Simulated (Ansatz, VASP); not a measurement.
## Cross-check of As (arsenene) between VASP and Ansatz

Aim: how closely do two programs agree when they are given the same cell, functional and k mesh?

Program: Ansatz 0.2.0. Level of theory: plane waves, with VASP 6.6.1 beside it; band structure at PBE with D3(BJ), band structure at PBE with D3(BJ), spin-orbit coupling and single point at PBE with D3(BJ). Results are calculated unless marked as measured.

## (1) Starting point

The cell holds 2 atoms: 2 As. Cell: a = 3.573 Å, b = 3.573 Å, c = 22.000 Å, α = 90.0°, β = 90.0°, γ = 120.0°. Vacuum lies along c.

As a file:

```
As
1.0
     3.57275    0.00000    0.00000
    -1.78638    3.09410    0.00000
     0.00000    0.00000   22.00000
As
2
Direct
  0.33333 0.66667 0.46807
  0.66667 0.33333 0.53193
```

## (2) VASP: band structure, PBE with D3(BJ)

Levels along a path test the potential and the projectors away from the mesh points.

Lines of VASP's logs that name or quote its potential files are left out, and so is its time.

File INCAR:

```
SYSTEM = As
PREC = Normal
ENCUT = 350
EDIFF = 1E-06
NELM = 120
ISMEAR = 0
SIGMA = 0.03
LREAL = .FALSE.
ALGO = Fast
GGA = PE
IVDW = 12
NBANDS = 11
LORBIT = 11
LWAVE = .FALSE.
LCHARG = .TRUE.
IDIPOL = 3
LDIPOL = .TRUE.
DIPOL = 0.5 0.5 0.5
LVHAR = .TRUE.
LVACPOTAV = .TRUE.
NEDOS = 1500
LELF = .TRUE.
```

File POSCAR:

```
As
1.0
    3.5727533889      0.0000000000      0.0000000000
   -1.7863766944      3.0940951963      0.0000000000
    0.0000000000      0.0000000000     22.0000000000
As
2
Direct
    0.3333333333      0.6666666667      0.4680671379
    0.6666666667      0.3333333333      0.5319328621
```

File KPOINTS:

```
Automatic mesh
0
Gamma
12 12 1
0 0 0
```

File KPOINTS_OPT:

```
Line mode
14
Line-mode
Reciprocal
  0.00000000   0.00000000   0.00000000 GAMMA
  0.50000000   0.00000000   0.00000000 M

  0.50000000   0.00000000   0.00000000 M
  0.33333333   0.33333333   0.00000000 K

  0.33333333   0.33333333   0.00000000 K
  0.00000000   0.00000000   0.00000000 GAMMA
```

Potentials, in the order of the species: As (PBE family, release 64).

On the command line:

```sh
> mpirun -np 4 vasp_std
```

Numbers of over 12 decimals in the logs are rounded to 6 here.

The log of the run:

```text
[banner, memory and clock lines left out]
running    4 mpi-ranks, on    1 nodes
 distrk:  each k-point on    4 cores,    1 groups
 distr:  one band on    1 cores,    4 groups

 POSCAR found type information on POSCAR As
 POSCAR found :  1 types and       2 ions
 LDA part: xc-table for (Slater+PW92), standard interpolation
|                                                                             |
|           W    W    AA    RRRRR   N    N  II  N    N   GGGG   !!!           |
|           W    W   A  A   R    R  NN   N  II  NN   N  G    G  !!!           |
|           W    W  A    A  R    R  N N  N  II  N N  N  G       !!!           |
|           W WW W  AAAAAA  RRRRR   N  N N  II  N  N N  G  GGG   !            |
|           WW  WW  A    A  R   R   N   NN  II  N   NN  G    G                |
|           W    W  A    A  R    R  N    N  II  N    N   GGGG   !!!           |
|                                                                             |
|     The number of bands has been changed from the values supplied in        |
|     The orbitals not found in the WAVECAR file will be initialized with     |
|     random numbers, which is usually adequate. For correlated               |
|     calculations, however, you should redo the groundstate calculation.     |
|     I found NBANDS = 11. Now, NBANDS = 12.                                  |
|                                                                             |

 POSCAR, INCAR and KPOINTS ok, starting setup
 FFT: planning ... GRIDC
 FFT: planning ... GRID_SOFT
 FFT: planning ... GRID
 WAVECAR not read
 entering main loop
       N       E                     dE             d eps       ncg     rms          rms(c)
DAV:   1     0.518305260855E+02    0.51831E+02   -0.24825E+03   456   0.407E+02
DAV:   2    -0.440523614213E+01   -0.56236E+02   -0.50135E+02   704   0.829E+01
DAV:   3    -0.931888497654E+01   -0.49136E+01   -0.48941E+01   640   0.322E+01
DAV:   4    -0.939129611849E+01   -0.72411E-01   -0.72398E-01   588   0.453E+00
DAV:   5    -0.939210002759E+01   -0.80391E-03   -0.80391E-03   644   0.435E-01    0.332E+00
RMM:   6    -0.934851906183E+01    0.43581E-01   -0.16172E-02   550   0.658E-01    0.198E+00
RMM:   7    -0.932459966011E+01    0.23919E-01   -0.43154E-02   598   0.111E+00    0.124E-01
RMM:   8    -0.932464930264E+01   -0.49643E-04   -0.31250E-03   603   0.364E-01    0.321E-02
RMM:   9    -0.932458556204E+01    0.63741E-04   -0.61277E-04   631   0.149E-01    0.282E-02
RMM:  10    -0.932454197619E+01    0.43586E-04   -0.17348E-04   608   0.661E-02    0.365E-02
RMM:  11    -0.932458457757E+01   -0.42601E-04   -0.50155E-05   637   0.357E-02    0.130E-02
RMM:  12    -0.932480771571E+01   -0.22314E-03   -0.47383E-05   619   0.262E-02    0.297E-03
RMM:  13    -0.932485344249E+01   -0.45727E-04   -0.13012E-05   600   0.129E-02    0.239E-03
RMM:  14    -0.932492778260E+01   -0.74340E-04   -0.44049E-06   550   0.675E-03    0.722E-04
RMM:  15    -0.932494343752E+01   -0.15655E-04   -0.11586E-06   528   0.307E-03    0.116E-03
RMM:  16    -0.932495090100E+01   -0.74635E-05   -0.44256E-07   511   0.197E-03    0.132E-04
RMM:  17    -0.932495190091E+01   -0.99991E-06   -0.64065E-08   399   0.989E-04
|                                                                             |
|           W    W    AA    RRRRR   N    N  II  N    N   GGGG   !!!           |
|           W    W   A  A   R    R  NN   N  II  NN   N  G    G  !!!           |
|           W    W  A    A  R    R  N N  N  II  N N  N  G       !!!           |
|           W WW W  AAAAAA  RRRRR   N  N N  II  N  N N  G  GGG   !            |
|           WW  WW  A    A  R   R   N   NN  II  N   NN  G    G                |
|           W    W  A    A  R    R  N    N  II  N    N   GGGG   !!!           |
|                                                                             |
|     Did not find any points to average over, which means that no vacuum     |
|     field-free region was found. Please increase the size of  your cell     |
|     in the dimension of the dipole correction to obtain accurate            |
|     workfunction values.                                                    |
|                                                                             |

   1 F= -.97482221E+01 E0= -.97482221E+01  d E =-.813684E-12
 Start KPOINTS_OPT (optional k-point list driver)
k-point batch [1-19\42]
       N       E                     dE             ncg
DAV:   1    -0.571724036015E+03   -0.36806E+04      456
DAV:   2    -0.156113385050E+04   -0.98941E+03      768
DAV:   3    -0.164664280935E+04   -0.85509E+02      648
DAV:   4    -0.164768525483E+04   -0.10424E+01      532
DAV:   5    -0.164769883190E+04   -0.13577E-01      680
DAV:   6    -0.164769890073E+04   -0.68829E-04      572
DAV:   7    -0.164769890194E+04   -0.12139E-05      700
DAV:   8    -0.164769890195E+04   -0.55315E-08      432
[...]
k-point batch [39-42\42]
       N       E                     dE             ncg
DAV:   1     0.336637843104E+04   -0.19236E+03       96
DAV:   2     0.321881751260E+04   -0.14756E+03      156
DAV:   3     0.320370931124E+04   -0.15108E+02      148
DAV:   4     0.320353859645E+04   -0.17071E+00      112
DAV:   5     0.320353567623E+04   -0.29202E-02      124
DAV:   6     0.320353565119E+04   -0.25043E-04      116
DAV:   7     0.320353565087E+04   -0.31909E-06      132
```

OUTCAR, selected parts (step 2):

```text
ion  position               nearest neighbor table
   1  0.333  0.667  0.468-   2 2.50   2 2.50   2 2.50
   2  0.667  0.333  0.532-   1 2.50   1 2.50   1 2.50

  LATTYP: Found a hexagonal cell.
 ALAT       =     3.5727533889
 C/A-ratio  =     6.1577158021

 Subroutine GETGRP returns: Found 12 space group operations
 (whereof 12 operations were pure point group operations)

The static configuration has the point symmetry D_3d.

 Found     19 irreducible k-points:

   k-points           NKPTS =     19   k-points in BZ     NKDIM =     19   number of bands    NBANDS=     12

   dimension x,y,z NGX =    16 NGY =   16 NGZ =  108
   dimension x,y,z NGXF=    32 NGYF=   32 NGZF=  216

   ENCUT  =  350.0 eV  25.72 Ry    5.07 a.u.   5.45  5.45 33.56*2*pi/ulx,y,z

   NELECT =      10.0000    total number of electrons

 k-points in reciprocal lattice and weights: Automatic mesh
   0.00000000  0.00000000  0.00000000       0.007
   0.08333333  0.00000000  0.00000000       0.042
   0.16666667  0.00000000  0.00000000       0.042
   0.25000000  0.00000000  0.00000000       0.042
   0.33333333  0.00000000  0.00000000       0.042
   0.41666667  0.00000000  0.00000000       0.042
   0.50000000  0.00000000  0.00000000       0.021
   0.08333333  0.08333333  0.00000000       0.042
   0.16666667  0.08333333  0.00000000       0.083
[...]
0.33333333  0.25000000  0.00000000       0.083
   0.33333333  0.33333333  0.00000000       0.014

 dipolmoment           0.000000      0.000000      0.000000 electrons x Angstroem

 average (electrostatic) potential at core
       1 -57.8436       2 -57.8436

 E-fermi :  -3.3825

 k-point     1 :       0.0000    0.0000    0.0000
  band No.  band energies     occupation
      1     -17.1902      2.00000
      2     -10.8381      2.00000
      3      -4.2480      2.00000
      4      -3.5150      2.00000
      5      -3.5150      2.00000
      6      -1.5007      0.00000
      7      -0.0251      0.00000
      8      -0.0251      0.00000
      9       1.2210      0.00000
     10       1.4427      0.00000
    ...

 k-point     2 :       0.0833    0.0000    0.0000
  band No.  band energies     occupation
      1     -17.0957      2.00000
      2     -10.8190      2.00000
      3      -4.4310      2.00000
      4      -4.1990      2.00000
      5      -3.7294      2.00000
      6      -0.8996      0.00000
      7      -0.1275      0.00000
      8       0.1890      0.00000
      9       1.3624      0.00000
     10       1.5556      0.00000
    ...

 k-point     3 :       0.1667    0.0000    0.0000
  band No.  band energies     occupation
      1     -16.8151      2.00000
      2     -10.8086      2.00000
      3      -5.7990      2.00000
      4      -4.2024      2.00000
      5      -4.0888      2.00000
      6      -1.2892      0.00000
      7       0.5727      0.00000
      8       0.6025      0.00000
      9       1.7052      0.00000
     10       1.9108      0.00000
    ...

 Edisp (eV)   -0.42327

  Total       0.00272     0.00272    -0.00914     0.00000    -0.00000     0.00000
  in kB       0.01795     0.01795    -0.06018     0.00000    -0.00000     0.00000
  external pressure =       -0.01 kB  Pullay stress =        0.00 kB

  energy-cutoff  :      350.00
  volume of cell :      243.20
      direct lattice vectors                 reciprocal lattice vectors
     3.572753389  0.000000000  0.000000000     0.279896173  0.161598131  0.000000000
    -1.786376694  3.094095196  0.000000000     0.000000000  0.323196261  0.000000000
     0.000000000  0.000000000 22.000000000     0.000000000  0.000000000  0.045454545

 POSITION                                       TOTAL-FORCE (eV/Angst)
 -----------------------------------------------------------------------------------
     -0.00000      2.06273     10.29748        -0.000000      0.000000      0.000711
      1.78638      1.03137     11.70252         0.000000     -0.000000     -0.000711
 -----------------------------------------------------------------------------------
    total drift:                               -0.000000      0.000000      0.000000

  FREE ENERGIE OF THE ION-ELECTRON SYSTEM (eV)
  ---------------------------------------------------
  free  energy   TOTEN  =        -9.7482221317 eV

  energy  without entropy=       -9.7482221317  energy(sigma->0) =       -9.74822213

 vacuum level on the upper side and lower side of the slab         1.736         1.736

 total charge
# of ion       s       p       d       tot
------------------------------------------
    1        1.295   1.377   0.043   2.715
    2        1.295   1.377   0.043   2.715
--------------------------------------------------
tot          2.590   2.754   0.086   5.429

[... 3 further parts left out ...]
```

## (3) Ansatz: band structure, PBE with D3(BJ)

Ansatz runs on its default PAW (the set named soft_2) files.

The same cell, functional, mesh and smearing now go to Ansatz, which takes its cutoff from its data sets.

File input.yaml:

```yaml
crystal:
  lattice:
    - [3.5727533889, 0.0, 0.0]
    - [-1.7863766944, 3.0940951963, 0.0]
    - [0.0, 0.0, 22.0]
  atoms:
    - { symbol: As, position: [0.3333333333, 0.6666666667, 0.4680671379] }
    - { symbol: As, position: [0.6666666667, 0.3333333333, 0.5319328621] }
hamiltonian:
  xc: pbe
  pseudopotentials: { kind: paw }
  dispersion: d3bj
kpoints:
  mp_grid: { grid: [12, 12, 1] }
  band_path:
    path:
      - [0.0, 0.0, 0.0]
      - [0.03846, 0.0, 0.0]
      - [0.07692, 0.0, 0.0]
      - [0.15385, 0.0, 0.0]
      - [0.19231, 0.0, 0.0]
      - [0.26923, 0.0, 0.0]
      - [0.30769, 0.0, 0.0]
      - [0.34615, 0.0, 0.0]
      - [0.42308, 0.0, 0.0]
      - [0.46154, 0.0, 0.0]
      - [0.5, 0.0, 0.0]
      - [0.48718, 0.02564, 0.0]
      - [0.47436, 0.05128, 0.0]
      - [0.44872, 0.10256, 0.0]
      - [0.4359, 0.12821, 0.0]
      - [0.41026, 0.17949, 0.0]
      - [0.39744, 0.20513, 0.0]
      - [0.37179, 0.25641, 0.0]
      - [0.35897, 0.28205, 0.0]
      - [0.34615, 0.30769, 0.0]
      - [0.33333, 0.33333, 0.0]
      - [0.30769, 0.30769, 0.0]
      - [0.25641, 0.25641, 0.0]
      - [0.23077, 0.23077, 0.0]
      - [0.20513, 0.20513, 0.0]
      - [0.15385, 0.15385, 0.0]
      - [0.12821, 0.12821, 0.0]
      - [0.07692, 0.07692, 0.0]
      - [0.05128, 0.05128, 0.0]
      - [0.0, 0.0, 0.0]
    npoints: 1
scf:
  occupations: { method: gaussian, width: 0.03 }
  n_extra_bands: 7
efield:
  axis: 3
  dipole_correction: true
  ramp_width: 0.04
output:
  forces: true
  eigenvalues: true
```

On the command line:

```sh
> ansatz run input.yaml --threads 2 --pin off --max-ram 4608MiB --backend cpu --events-out ev --progress --plain --runs-dir out
```

The log of the run:

```text
scf.n_extra_bands = 7 over 15 filled bands (N_el = 30.0): the run solves 22 bands
Engine: ansatz 0.2.0, aarch64-unknown-linux-gnu
Pseudopotentials: kind: paw
Pseudopotential: As, paw, valence charge 15, recommended cutoff 420 eV (normal), As.paw.azcp
Functional definition: PBE
  parameter kappa = 0.804
  parameter beta = 0.066725
  exchange = pbe_x(kappa = kappa, mu = beta*pi^2/3)
  correlation = pbe_c(beta = beta)
Crystal: 2 atoms, lattice volume = 243.198 Å³
Basis set: ecut = 420 eV, 4687 PW (Γ), exchange–correlation on 48×48×300 points (8 copies of the dense FFT grid, shifted against one another)
Bands: 22, of which v1, the nominal top of the filled ones, is band 15 counted from 1 (14 counted from 0)
Symmetry: 6 space group operations
k-points: 19 of 144 (time reversal used)
Non-local potential: As, projectors of the file, l = 0: 2, l = 1: 2, l = 2: 3, l = 3: 1
PAW form: soft (Blöchl's): semilocal exchange-correlation on the pseudo side does not see the compensation charge
PAW one-centre angular grid: As, 590 points (default); XC on 64 Gauss nodes
Initial density: superposition of atomic densities (neutral atoms: chi_scale 0, normalization atom), corrected by the library's trained network
Initial wavefunctions: pseudopotential atomic-orbital guess
Functional: x = pbe(κ = 0.804, μ = 0.219515), c = pbe(β = 0.066725)
SCF iter   1: F=—  HF=-9712.688047 eV  |F-HF|=—  |Δ(HF+E_count)|=         —  Δρ=7.87e-4  dr2=1.84e-3  ethr=1.77e-3  p=0.000 e·Å  D=1.62e-14 V/Å  ΔV_dip=-0.00 eV  dr2_dipole=1.28e-11  V_vac-E_F(+/−)=4.44/4.44 eV  ⟨swp⟩=6.9  Hψ=2281  notcnv=0  defer=1
efield: sawtooth ramp at fractional position 0.9800 (placed from the atoms, in the widest stretch of the axis that holds none; the zero of the levels goes with the place), width 0.0400; the density the first Hamiltonian is built on has a dipole p = 0.000 e·Å; the dipole correction subtracts the counter field D = 1.62e-14 V/Å, which shifts the + side's vacuum level by -0.00 eV against the − side's; the planar-averaged density in the ramp window peaks in size at 1.2e-6 e/Å³
preconditioner: auto → none  [insulator: Δε(μ)=1.514 eV  Ē_g=10.755 eV  σ=0.030 eV  W_gap=1.00  n_scr=12 (ndim 8)  ℏωp=7.5 eV  f_vac=0.760  D(μ)=0.00/eV (n_scr^D=0)  ε∞_Penn≈1.5]
SCF iter   2: F=—  HF=-9712.688505 eV  |F-HF|=—  |Δ(HF+E_count)|=   4.58e-4  Δρ=3.72e-4  dr2=3.39e-4  ethr=6.12e-6  p=-0.000 e·Å  D=-2.18e-6 V/Å  ΔV_dip=0.00 eV  dr2_dipole=9.42e-10  V_vac-E_F(+/−)=4.47/4.47 eV  ⟨swp⟩=2.0  Hψ=740  notcnv=0  defer=41
SCF iter   3: F=—  HF=-9712.688796 eV  |F-HF|=—  |Δ(HF+E_count)|=   2.90e-4  Δρ=9.55e-5  dr2=2.96e-5  ethr=1.13e-6  p=0.000 e·Å  D=3.93e-5 V/Å  ΔV_dip=-0.00 eV  dr2_dipole=6.75e-8  V_vac-E_F(+/−)=4.46/4.46 eV  ⟨swp⟩=3.4  Hψ=767  notcnv=0  defer=41
SCF iter   4: F=—  HF=-9712.688778 eV  |F-HF|=—  |Δ(HF+E_count)|=   1.79e-5  Δρ=3.76e-5  dr2=4.33e-6  ethr=9.85e-8  p=-0.000 e·Å  D=-1.05e-4 V/Å  ΔV_dip=0.00 eV  dr2_dipole=4.97e-7  V_vac-E_F(+/−)=4.47/4.47 eV  ⟨swp⟩=2.0  Hψ=685  notcnv=0  defer=41
SCF iter   5: F=—  HF=-9712.688792 eV  |F-HF|=—  |Δ(HF+E_count)|=   1.43e-5  Δρ=5.69e-5  dr2=7.12e-5  ethr=1.44e-8  p=0.001 e·Å  D=5.21e-4 V/Å  ΔV_dip=-0.01 eV  dr2_dipole=1.24e-5  V_vac-E_F(+/−)=4.46/4.47 eV  ⟨swp⟩=3.1  Hψ=762  notcnv=0  defer=41  recentre
SCF iter   6: F=—  HF=-9712.688783 eV  |F-HF|=—  |Δ(HF+E_count)|=   9.27e-6  Δρ=6.70e-6  dr2=1.16e-7  ethr=1.44e-8  p=-0.000 e·Å  D=-1.05e-5 V/Å  ΔV_dip=0.00 eV  dr2_dipole=4.82e-9  V_vac-E_F(+/−)=4.47/4.47 eV  ⟨swp⟩=2.9  Hψ=629  notcnv=0  defer=41
SCF iter   7: F=-9712.688783 eV  HF=-9712.688783 eV  |F-HF|=9.68e-9  |Δ(HF+E_count)|=   1.82e-7  Δρ=2.12e-6  dr2=1.18e-8  ethr=3.33e-10  p=-0.000 e·Å  D=-4.61e-7 V/Å  ΔV_dip=0.00 eV  dr2_dipole=1.75e-12  V_vac-E_F(+/−)=4.47/4.47 eV  ⟨swp⟩=12.0  Hψ=2273  notcnv=0
SCF 1 converged in 7 iterations: F = -9712.688783 eV  dr2 = 1.18e-8
  greatest PAW one-centre occupation: 0.999 electrons in one spin orbital (limit 2), on the As atom at site 0 (counted from 0), in its partial waves of l = 2
NSCF: frozen V_eff on 30 k-points
efield: sawtooth ramp at fractional position 0.9800 (kept from the solve that this one continues, or follows in the run), width 0.0400; the density the first Hamiltonian is built on has a dipole p = -0.000 e·Å; the dipole correction subtracts the counter field D = -4.61e-7 V/Å, which shifts the + side's vacuum level by +0.00 eV against the − side's; the planar-averaged density in the ramp window peaks in size at 1.7e-7 e/Å³
SCF converged after 7 iterations
Free energy (F): -9712.688783 eV
Harris-Foulkes:  -9712.688783 eV  (|F-HF|=9.68e-9)
Internal energy: -9712.688783 eV  (E = F + TS)
E sigma→0 (E₀):  -9712.688783 eV
Fermi energy:    -1.796560 eV
Dipole field:    D = 0.000001 V/Å  (p = 0.000002 e·Å, saw-weighted, corrected)
Work function:   Φ+ = 4.4664 eV   Φ− = 4.4665 eV
Levels:          The Fermi level and band energies are counted from a zero that moves with the ramp; work functions are not
--- Per-component energies (eV) ---
  E_band       = -833.597219
  E_kinetic    = 204.228331
  E_local      = -23734.752761  (includes V_loc(G=0)·N_el)
  E_nonlocal   = -1341.457371
  E_hartree    = 11864.857562
  E_xc         = -157.757644
  E_vxc        = -157.361074  (∫ρ·V_xc dr)
  E_paw        = -3669.147477  (= ΣΔE_a)
  E_vpaw       = 466.034479  (= ΣTr[D̂ρ^β])
  E_aug_tail   = 0.000014  (compensation charges beyond the density's cutoff)
  E_efield     = 0.000000  (sawtooth field / dipole correction)
  E_vefield    = 0.000000  (∫n·V_field dr)
  E_ewald      = 7121.763866
  E_disp       = -0.423303  (pairwise vdW)
  E_smearing   = -0.000000  (= −TS)
  E_closure    = 0.000000  (closes the sum)
  Σ components = -9712.688783   (vs F -9712.688783, Δ=0.00e0)
--- Forces (eV/Å), atoms counted from 1 ---
  atom   1  As     0.00000000    -0.00000000     0.09635616
  atom   2  As    -0.00000000     0.00000000    -0.09635494
  max |Σ_I F_I| component: 1.22e-6 eV/Å
--- Band table (eV; the first three rows and the last of 19) ---
  k-point 0: bands = [... 11 lower, -9.9148, -3.3156, -2.5561, -2.5561, -0.5230, 0.9287, 0.9287, 2.1603, ... 3 higher]
  k-point 1: bands = [... 11 lower, -9.8953, -3.4669, -3.2672, -2.7701, 0.0690, 0.8263, 1.1412, 2.3032, ... 3 higher]
  k-point 2: bands = [... 11 lower, -9.8829, -4.8332, -3.2423, -3.1588, -0.3314, 1.5264, 1.5508, 2.6471, ... 3 higher]
  k-point 18: bands = [... 11 lower, -12.5946, -7.0631, -4.6934, -4.6934, -0.7285, 1.9103, 1.9103, 5.4505, ... 3 higher]
```

Wall time 7.6 s (2 threads of Arm Neoverse V2, shared host); peak memory 0.42 GiB; 15 s of CPU time.

Reading the cycles: dr2 is the Hartree energy of the density residual (eV), the measure of convergence; HF is the Harris–Foulkes estimate of the energy, which meets the free energy F at convergence.

(Part 1 of 2 ends here.)

[Lines on the potential files, build, host, timing and source positions are cut from VASP's logs without a mark.]

[Logs are printed without paths, hosts, clocks, repeated set-up lines and the standing remarks that a program may print on its own settings, such as how far it seeks lower states.]

[Hosts, paths, dates, database ids (printed as entryN), source tags and the programs' standing remarks are cut or masked in the printed files.]
